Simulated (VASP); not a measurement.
# NiO: structure and properties in VASP

How well does PBE + D3(BJ) + U reproduce what experiment finds for NiO? The cell is relaxed first, and properties follow on it. The steps: full relaxation (PBE + D3(BJ) + U), single point with fields (PBE + D3(BJ) + U), band structure (PBE + D3(BJ) + U), total and projected DOS (PBE + D3(BJ) + U), zone-centre phonons (PBE + D3(BJ) + U), independent-particle dielectric function (PBE + D3(BJ) + U), core-level energies (PBE + D3(BJ) + U) and a single point (PBE + D3(BJ) + U), changed input. The start is a cell from a database of measured crystal structures.

Calculated with VASP 6.6.1; PBE with D3(BJ), DFT+U (Ni d 5 eV), spin-polarised from a ferromagnetic start (one magnetic atom a cell); plane waves and PAW (Ni, O), in the first sound run; inputs show where later runs differ.

Experimental background.

“Plasma-assisted molecular beam epitaxy of NiO on GaN(00.1)” (2019, arxiv:1910.07810) quotes from earlier work for NiO, rock salt (bulk NiO foil, from earlier work): lattice constant a (cubic lattice constant from (200) peak) 0.4176 nm [Measured on a bulk NiO foil, from the authors' earlier cited work; derived from a single …].

This is a report of a sequence of runs, with most program output left out.

## (1) The starting structure

Before any relaxation, the start is as follows. It takes space group Fm-3m (No. 225, cubic). The conventional cell has a = 4.172 Å, b = 4.172 Å, c = 4.172 Å, α = 90.00°, β = 90.00°, γ = 90.00°. Nearest to Ni lie 6 O at 2.09 Å. Nearest to O lie 6 Ni at 2.09 Å. Farther neighbours and most contacts between anions are not listed.

## (2) Full relaxation (PBE + D3(BJ) + U)

The start need not lie at this functional's minimum. ISIF = 3 frees volume, shape and positions, and EDIFFG sets the threshold on forces and stress at which the search stops. PBE, the usual starting point, adds the gradient of the density. A dispersion term adds the long-range attraction that semilocal functionals lack. D3 with Becke-Johnson damping keeps a finite attraction at short range. A Hubbard U penalises fractional filling of the localised shell, which semilocal functionals favour.

INCAR reads:

```
SYSTEM = NiO
PREC = Accurate
ENCUT = 520
EDIFF = 1E-06
NELM = 100
ISMEAR = 0
SIGMA = 0.05
LREAL = .FALSE.
ALGO = Normal
GGA = PE
IVDW = 12
NBANDS = 15
ISPIN = 2
MAGMOM = 1 0
LDAU = .TRUE.
LDAUTYPE = 2
LDAUL = 2 -1
LDAUU = 5 0
LDAUJ = 0 0
LDAUPRINT = 1
LASPH = .TRUE.
LMAXMIX = 4
LORBIT = 11
LWAVE = .FALSE.
LCHARG = .FALSE.
KPAR = 2
IBRION = 2
NSW = 60
ISIF = 3
EDIFFG = -0.01
```

POSCAR reads:

```
NiO
1.0
    0.0000000000      2.0859016414      2.0859016414
    2.0859016414      0.0000000000      2.0859016414
    2.0859016414      2.0859016414      0.0000000000
Ni O
1 1
Direct
    0.0000000000      0.0000000000      0.0000000000
    0.5000000000      0.5000000000      0.5000000000
```

KPOINTS reads:

```
Automatic mesh
0
Gamma
8 8 8
0 0 0
```

The projector-augmented-wave data sets are Ni and O (PBE family, release 64).

Command:

```bash
> mpirun -np 2 vasp_std
```

Wall time 44 s (2 MPI ranks of Intel Xeon Platinum 8375C at 2.90GHz (Ice Lake), shared host); peak memory 0.31 GiB; 86 s of CPU time.

The cell holds one magnetic atom, so no antiferromagnetic order fits into it. Experiment finds antiferromagnetic order in this phase (below 523 K, arxiv:1210.6675), so this ferromagnetic run describes another state. The gap is read on the k-mesh alone, so it is an upper bound where the band edges lie off the mesh. Direct gaps are counted within one spin. The valence top and the conduction bottom belong to opposite spins. The run keeps the 48 symmetry operations of its start, so it cannot find a distortion of lower symmetry.

The steps of the relaxation:

```
step  energy less that of the first step (eV)  largest force (eV/Å)  pressure (GPa)  volume (Å³)
   1                                   0.0000                0.0000            1.49        18.15
   2                                  -0.0002                0.0000           -1.23        18.37
   3                                  -0.0006                0.0000           -0.09        18.28
```

```
conventional cell, symmetrised  before  after  change
                         a (Å)   4.172  4.182  +0.2 %
                         b (Å)   4.172  4.182  +0.2 %
                         c (Å)   4.172  4.182  +0.2 %
              volume (Å³/atom)    9.08   9.14  +0.7 %
```

The relaxed structure:

```
Ni O
1.0
     0.00000    2.09080    2.09080
     2.09080    0.00000    2.09080
     2.09080    2.09080    0.00000
Ni O
1 1
Direct
  0.00000 0.00000 0.00000
  0.50000 0.50000 0.50000
```

This step gave:

```
electrons                                         : 16
bands                                             : 15
irreducible k-points                              : 29
symmetry operations                               : 48
free energy (TOTEN)                               : -10.87 eV
Fermi energy                                      : 7.186 eV
pressure                                          : -0.08715 GPa
moment of the cell, from the last line of the log : 2 μB
metallic                                          : no
valence top at k                                  : 0.5, 0, 0
conduction bottom at k                            : 0, 0, 0
least direct gap on the k-mesh, within one spin   : 3.155 eV
SCF cycles over all ionic steps                   : 29
gap on the k-mesh                                 : 1.892 eV
```

Spin moment in the PAW sphere by atom:

```
atom  spin moment in the PAW sphere (μB)
 Ni1                                1.78
  O2                                0.20
```

It ends with forces that vanish by symmetry and a pressure of -0.09 GPa. The volume lies +0.7 % from that of the database's start.

## (3) Single point with fields (PBE + D3(BJ) + U)

The relaxed cell gets a fresh self-consistent run, on a basis set for its own volume, to fix the density and to check the remaining stress.

Changes to INCAR since step 2:

```diff
@@ -24,7 +24,5 @@
 LWAVE = .FALSE.
-LCHARG = .FALSE.
-KPAR = 2
-IBRION = 2
-NSW = 60
-ISIF = 3
-EDIFFG = -0.01
+LCHARG = .TRUE.
+ISIF = 2
+LELF = .TRUE.
+LVHAR = .TRUE.
```

POSCAR reads:

```
NiO
1.0
    0.0000000000      2.0908002819      2.0908002819
    2.0908002819      0.0000000000      2.0908002819
    2.0908002819      2.0908002819      0.0000000000
Ni O
1 1
Direct
    0.0000000000      0.0000000000      0.0000000000
    0.5000000000      0.5000000000      0.5000000000
```

KPOINTS is that of step 2.

Command:

```bash
> mpirun -np 2 vasp_std
```

Elapsed: 22 s, on 2 MPI ranks; peak memory 0.26 GiB.

With spin, VASP writes an ELF for each channel.

Numbers from this step:

| Property | Result |
| --- | --- |
| SCF cycles | 15 |
| bands | 16 |
| Fermi energy | 7.265 eV |
| pressure | -0.08380 GPa |

Valence electrons inside each PAW sphere by angular momentum. Sphere charges, by row:

```
atom  s (e)  p (e)  d (e)  tot (e)
 Ni1  0.342  0.421  8.216    8.979
  O2  1.548  3.476      0    5.025
```

Spin density in the ac plane of the conventional cell at fractional y = 0.000, with atoms of Ni and O within 0.2 Å of it.

Ten even steps from '_' (0.0 e/Å³) to '@' (3.0 e/Å³), each cell a mean:
```
%%==..________..________--**
==..______________________--
..__________________________
____________________________
____________..::____________
__________..==**::__________
..______..==%%@@**::______..
..________--**%%==..________
____________--==..__________
______________..____________
____________________________
::________________________..
**::____________________..==
@@**::______....______..==%%
```
Columns run along a (4.2 Å), rows up along c (4.2 Å), edges of the conventional cell, whose origin can differ from the input's. Atoms in or near the plane, at fractional coordinates: Ni at (0.00, 0.00), Ni at (0.50, 0.50), O at (0.50, 0.00), O at (0.00, 0.50).

ELF of up spins in the ac plane of the conventional cell at fractional y = 0.000, with atoms of Ni and O within 0.2 Å of it. It is the smooth field of the valence electrons, not physical close to the nuclei.

Ten even steps from '_' (0.00) to '@' (0.79), each cell a mean:
```
____..::**@@%%##@@@@--..____
__......++%%@@@@@@##::....__
........::++****++--........
==--::......::::::......::--
@@%%**::..............--##@@
@@@@%%--....______..::++@@@@
++@@@@==..________..::**@@##
##@@@@--..________..::**@@%%
@@@@##::....____......++%%@@
**++--................::++**
::::......::--==--::......::
........--##@@@@%%**::......
____..::++@@@@@@@@%%--....__
____..::**@@##++@@@@==..____
```
Columns run along a (4.2 Å), rows up along c (4.2 Å), edges of the conventional cell, whose origin can differ from the input's. Atoms in or near the plane, at fractional coordinates: Ni at (0.00, 0.00), Ni at (0.50, 0.50), O at (0.50, 0.00), O at (0.00, 0.50).

Valence density in the ac plane of the conventional cell at fractional y = 0.000, with atoms of Ni and O within 0.2 Å of it. It is the smooth field of the valence electrons, not physical close to the nuclei.

Values in e/Å³, 14 rows by 14 columns, each cell a mean:
```
10  6  1  0  1  2  5  6  4  1  0  1  3  8
 3  2  1  0  0  1  2  3  2  1  0  0  1  3
 1  0  0  0  0  0  1  1  1  0  0  0  0  1
 1  0  0  0  0  0  0  0  0  0  0  0  0  0
 2  1  0  0  0  1  1  2  1  0  0  0  1  1
 5  3  1  0  0  2  6  7  4  1  0  1  2  4
 8  5  2  1  1  3 10 13  7  2  0  1  3  6
 6  4  1  0  1  3  8 10  6  1  0  1  2  5
 3  2  1  0  0  1  3  3  2  1  0  0  1  2
 1  1  0  0  0  0  1  1  0  0  0  0  0  1
 0  0  0  0  0  0  0  1  0  0  0  0  0  0
 2  1  0  0  0  1  1  2  1  0  0  0  1  1
 7  4  1  0  1  2  4  5  3  1  0  0  2  6
13  7  2  0  1  3  6  8  5  2  1  1  3 10
```
Columns run along a (4.2 Å), rows up along c (4.2 Å), edges of the conventional cell, whose origin can differ from the input's. Atoms in or near the plane, at fractional coordinates: Ni at (0.00, 0.00), Ni at (0.50, 0.50), O at (0.50, 0.00), O at (0.00, 0.50).

In this run the pressure is -0.08 GPa, small enough to go on.

## (4) Band structure (PBE + D3(BJ) + U)

This step: PBE with D3(BJ), DFT+U (Ni d 5 eV), spin-polarised from a ferromagnetic start; plane waves and PAW (Ni, O) (VASP 6.6.1).

Levels along the symmetry lines show where the bands peak and cross; KPOINTS_OPT computes them in the converged potential.

Changes to INCAR since step 3:

```diff
@@ -11,5 +11,5 @@
 IVDW = 12
-NBANDS = 15
+NBANDS = 21
 ISPIN = 2
-MAGMOM = 1 0
+MAGMOM = 1.784 0.201
 LDAU = .TRUE.
@@ -24,5 +24,3 @@
 LWAVE = .FALSE.
-LCHARG = .TRUE.
-ISIF = 2
-LELF = .TRUE.
-LVHAR = .TRUE.
+LCHARG = .FALSE.
+KPAR = 2
```

POSCAR is that of step 3.

KPOINTS is that of step 3.

KPOINTS_OPT reads:

```
Line mode
16
Line-mode
Reciprocal
  0.00000000   0.00000000   0.00000000 GAMMA
  0.50000000   0.00000000   0.50000000 X

  0.50000000   0.00000000   0.50000000 X
  0.50000000   0.25000000   0.75000000 W

  0.50000000   0.25000000   0.75000000 W
  0.37500000   0.37500000   0.75000000 K

  0.37500000   0.37500000   0.75000000 K
  0.00000000   0.00000000   0.00000000 GAMMA

  0.00000000   0.00000000   0.00000000 GAMMA
  0.50000000   0.50000000   0.50000000 L

  0.50000000   0.50000000   0.50000000 L
  0.62500000   0.25000000   0.62500000 U

  0.62500000   0.25000000   0.62500000 U
  0.50000000   0.25000000   0.75000000 W

  0.50000000   0.25000000   0.75000000 W
  0.50000000   0.50000000   0.50000000 L

  0.50000000   0.50000000   0.50000000 L
  0.37500000   0.37500000   0.75000000 K

  0.62500000   0.25000000   0.62500000 U
  0.50000000   0.00000000   0.50000000 X
```

Command:

```bash
> mpirun -np 2 vasp_std
```

Wall time 53 s (2 MPI ranks); peak memory 0.34 GiB; 1.7 min of CPU time.

This step gave:

```yaml
bands: 21
fermi_energy: 7.349 eV
pressure: -0.06407 GPa
least_gap_on_mesh_and_path: 1.892 eV
least_direct_gap_on_mesh_and_path: 3.150 eV
```

Spin up. The electronic bands at the labelled points (eV, zero at the valence-band top; v1 is the highest filled band, c1 the lowest empty one):

```
          point     v4     v3     v2     v1    c1
              Γ  -4.54  -1.67  -1.67  -1.67  2.51
0.53 of the way  -4.48  -2.58  -1.92  -1.92  6.52
              X  -3.69  -3.69  -3.03  -3.03  6.87
0.47 of the way  -3.69  -3.46  -2.95  -2.41  7.75
              W  -3.69  -3.04  -3.04  -1.97  9.27
0.53 of the way  -3.75  -3.11  -2.91  -1.75  8.89
              K  -3.79  -3.10  -2.88  -1.54  8.56
0.47 of the way  -4.21  -2.77  -1.86  -0.17  6.73
              Γ  -4.54  -1.67  -1.67  -1.67  2.51
0.47 of the way  -4.35  -2.94  -0.81  -0.81  5.07
              L  -4.01  -2.83   0.00   0.00  6.54
0.47 of the way  -3.95  -2.90  -1.23  -0.45  8.04
              U  -3.79  -3.10  -2.88  -1.54  8.56
0.53 of the way  -3.74  -3.10  -2.92  -1.79  8.96
              W  -3.69  -3.04  -3.04  -1.97  9.27
0.47 of the way  -3.91  -2.95  -1.79  -0.83  8.91
              L  -4.01  -2.83   0.00   0.00  6.54
0.47 of the way  -3.95  -2.90  -1.23  -0.45  8.04
              K  -3.79  -3.10  -2.88  -1.54  8.56
      jump to U  -3.79  -3.10  -2.88  -1.54  8.56
0.53 of the way  -3.71  -3.54  -2.98  -2.57  7.31
              X  -3.69  -3.69  -3.03  -3.03  6.87
```

Of the projections kept (Ni, O), the largest for each band there; the rest of the weight can lie on other orbitals:

```
point       v4       v3       v2       v1       c1
    Γ  Ni 1.00   O 0.95   O 0.95   O 0.95  Ni 0.61
    X  Ni 1.00  Ni 1.00   O 0.86   O 0.86  Ni 0.94
    W  Ni 1.00  Ni 0.67  Ni 0.67  Ni 0.53  Ni 0.74
    K  Ni 1.00  Ni 0.82  Ni 0.61   O 0.63  Ni 0.86
    Γ  Ni 1.00   O 0.95   O 0.95   O 0.95  Ni 0.61
    L  Ni 1.00  Ni 0.83   O 0.64   O 0.64  Ni 0.75
```

Spin down. Electronic bands along the path, in eV, zero at the valence-band top; v1 is the highest filled band, c1 the lowest empty one:

```
          point     v4     v3     v2     v1    c1    c2     c3
              Γ  -3.57  -1.27  -1.27  -1.27  1.89  1.89   2.87
0.53 of the way  -3.64  -3.64  -1.35  -1.35  2.13  2.75   7.41
              X  -2.66  -2.66  -2.63  -2.62  2.34  2.81   7.48
0.47 of the way  -3.20  -2.63  -2.48  -2.42  2.60  2.98   8.35
              W  -3.74  -2.62  -2.25  -2.25  2.70  3.25  10.00
0.53 of the way  -3.36  -2.70  -2.36  -2.21  2.79  3.27   9.51
              K  -2.94  -2.74  -2.60  -2.18  2.89  3.29   9.10
0.47 of the way  -3.20  -2.75  -2.25  -1.23  2.43  4.12   7.22
              Γ  -3.57  -1.27  -1.27  -1.27  1.89  1.89   2.87
0.47 of the way  -3.61  -2.21  -1.87  -1.87  3.10  3.10   5.43
              L  -3.88  -2.01  -2.01  -1.90  4.34  4.34   6.72
0.47 of the way  -3.63  -2.23  -2.19  -1.94  3.46  4.04   8.38
              U  -2.94  -2.74  -2.60  -2.18  2.89  3.29   9.10
0.53 of the way  -3.44  -2.69  -2.33  -2.22  2.77  3.27   9.61
              W  -3.74  -2.62  -2.25  -2.25  2.70  3.25  10.00
0.47 of the way  -3.51  -2.50  -2.15  -1.99  3.18  3.81   9.26
              L  -3.88  -2.01  -2.01  -1.90  4.34  4.34   6.72
0.47 of the way  -3.63  -2.23  -2.19  -1.94  3.47  4.04   8.38
              K  -2.94  -2.74  -2.60  -2.18  2.89  3.29   9.10
      jump to U  -2.94  -2.74  -2.60  -2.18  2.89  3.29   9.10
0.53 of the way  -2.74  -2.71  -2.65  -2.52  2.58  2.86   7.90
              X  -2.66  -2.66  -2.63  -2.62  2.34  2.81   7.48
```

Of the projections kept (Ni, O), the largest for each band there; the rest of the weight can lie on other orbitals:

```
point       v4       v3       v2       v1       c1       c2       c3
    Γ  Ni 1.00   O 0.95   O 0.95   O 0.95  Ni 1.00  Ni 1.00  Ni 0.60
    X   O 0.86   O 0.86  Ni 1.00  Ni 1.00  Ni 1.00  Ni 0.95  Ni 0.95
    W   O 0.68  Ni 1.00  Ni 0.74  Ni 0.74  Ni 0.97  Ni 0.94  Ni 0.71
    K   O 0.74  Ni 1.00  Ni 0.71  Ni 0.87  Ni 0.95  Ni 0.89  Ni 0.87
    Γ  Ni 1.00   O 0.95   O 0.95   O 0.95  Ni 1.00  Ni 1.00  Ni 0.60
    L  Ni 0.71  Ni 0.70  Ni 0.70  Ni 0.85  Ni 0.76  Ni 0.76  Ni 0.75
```

The path finds the gap of the mesh within 0.02 eV, so the mesh comes close to both band edges.

## (5) Total and projected DOS (PBE + D3(BJ) + U)

A density of states needs more k-points than a total energy; ISMEAR = -5 takes tetrahedra, and LORBIT projects the states on the PAW spheres. The mesh is finer than in the run before.

Changes to INCAR since step 4:

```diff
@@ -5,3 +5,3 @@
 NELM = 100
-ISMEAR = 0
+ISMEAR = -5
 SIGMA = 0.05
@@ -26 +26,2 @@
 KPAR = 2
+NEDOS = 2001
```

POSCAR is that of step 4.

KPOINTS reads:

```
Automatic mesh
0
Gamma
12 12 12
0 0 0
```

Command:

```bash
> mpirun -np 2 vasp_std
```

Wall time 42 s (2 MPI ranks); peak memory 0.36 GiB.

This step gave:

```yaml
irreducible_k_points: 72
fermi_energy: 6.962 eV
pressure: -0.06364 GPa
least_direct_gap_on_the_k_mesh_within_one_spin: 3.151 eV
```

The density of states has structure finer than the step of the table below, so its rows give means over 1 eV, whole bins alone (the curve runs from -12.0 to 9.87 eV). Peaks (eV: height): total down -3.4: 2.09, -2.7: 2.51, -2.2: 3.35, -2.0: 3.28; total up -6.8: 2.41, -4.5: 4.64, -4.0: 2.49, -2.9: 5.50; Ni d up -6.8: 1.60, -4.5: 4.14, -4.0: 2.40, -2.9: 3.34; Ni d down -2.7: 1.91, -2.2: 2.26, -2.0: 2.08, 2.7: 1.51; O p up -7.0: 0.459, -6.8: 0.456, -2.9: 1.19, -1.6: 0.657.

States under -12.0 eV and over 9.9 eV are left out. The density of states by energy, zero at the valence-band top; means over each step; 7 of 8 lines; values in states/eV/cell:

```
energy (eV)  total down  total up  Ni d up  Ni d down   O p up  O p down  Ni p down
         -9           0         0        0          0        0         0          0
         -8           0   0.00984  0.00293          0  0.00278         0          0
         -7       0.121      1.29    0.756     0.0309    0.272    0.0369    0.00204
         -6       0.561      1.41    0.903      0.142    0.250     0.186     0.0281
         -5       0.760     0.596    0.501      0.299   0.0353     0.221     0.0528
         -4       0.956      1.72     1.61      0.638   0.0348     0.183     0.0152
         -3        1.37      1.20    0.684      0.814    0.295     0.361     0.0257
         -2        1.99     0.770    0.218       1.20    0.378     0.537     0.0414
         -1       0.249     0.751    0.203     0.0746    0.411     0.129    0.00940
          0           0     0.274   0.0834          0    0.155         0          0
          1           0         0        0          0        0         0          0
          2       0.200         0        0      0.180        0   0.00584     7.8e-4
          3        1.19   0.00731        0       1.01   7.9e-4    0.0678     0.0128
          4       0.638    0.0247   1.6e-4      0.480  0.00443     0.105    0.00862
          5      0.0334    0.0498   7.1e-4    0.00178   0.0114   0.00750    0.00192
          6      0.0661    0.0989  0.00210    0.00398   0.0236    0.0168    0.00585
          7       0.161     0.256  0.00572    0.00854   0.0459    0.0347     0.0264
          8       0.313     0.310  0.00761     0.0149   0.0536    0.0611     0.0384
          9       0.287     0.244  0.00667     0.0115   0.0431    0.0516     0.0409
```

The gap on this mesh is 1.89 eV. In the top eV of the valence band the largest shares in the PAW spheres are O p 56 % and Ni d 29 %. The rest lies in smaller channels or between the spheres.

## (6) Zone-centre phonons (PBE + D3(BJ) + U)

Zone-centre modes test whether the atoms sit at a minimum within this cell. IBRION = 6 takes the force constants from differences of forces between displaced cells, so the forces must be tight.

Changes to INCAR since step 5:

```diff
@@ -3,5 +3,5 @@
 ENCUT = 520
-EDIFF = 1E-06
+EDIFF = 1E-08
 NELM = 100
-ISMEAR = -5
+ISMEAR = 0
 SIGMA = 0.05
@@ -11,3 +11,3 @@
 IVDW = 12
-NBANDS = 21
+NBANDS = 15
 ISPIN = 2
@@ -26,2 +26,6 @@
 KPAR = 2
-NEDOS = 2001
+IBRION = 6
+NFREE = 2
+POTIM = 0.015
+ISIF = 2
+NSW = 1
```

POSCAR is that of step 5.

KPOINTS reads:

```
Automatic mesh
0
Gamma
8 8 8
0 0 0
```

Command:

```bash
> mpirun -np 2 vasp_std
```

The job ended after 88 s (2 MPI ranks; peak memory 0.37 GiB; 2.9 min of CPU time).

The last energy, forces, stress and levels in OUTCAR belong to the last displaced cell, not to the cell of POSCAR.

Numbers from this step:

```yaml
bands: 15
irreducible_k_points: 29
pressure_of_the_cell: -0.01651 GPa
largest_force_of_the_cell: 0 eV/Å
```

Transverse limit, no LO-TO splitting. Modes at Γ, with each element's share of the kinetic energy:

```
mode  frequency (cm⁻¹)  symmetry  Ni %  O %
   1               0.0  acoustic    79   21
   2               0.0  acoustic    79   21
   3               0.0  acoustic    79   21
   4             320.7       T1u    21   79
   5             320.7       T1u    21   79
   6             320.7       T1u    21   79
```

Displacements in mode 5 (320.7 cm⁻¹), the largest set to 1:
```
Ni1  0.00 -0.27  0.00
O2   0.00  1.00  0.00
```

The three acoustic modes come out at zero, and all others are real. By the characters of their eigenvectors the optical modes sort into (cm⁻¹) infrared active: T1u 321.

[end of part 1 of 2]

[Lines on the potential files, build, host, timing and source positions are cut from VASP's logs without a mark.]

[Logs are printed without paths, hosts, clocks, repeated set-up lines and the standing remarks that a program may print on its own settings, such as how far it seeks lower states.]

[Hosts, paths, dates, database ids (printed as entryN), source tags and the programs' standing remarks are cut or masked in the printed files.]

[A measured line is paired with the nearest computed mode of its activity, which favours agreement.]
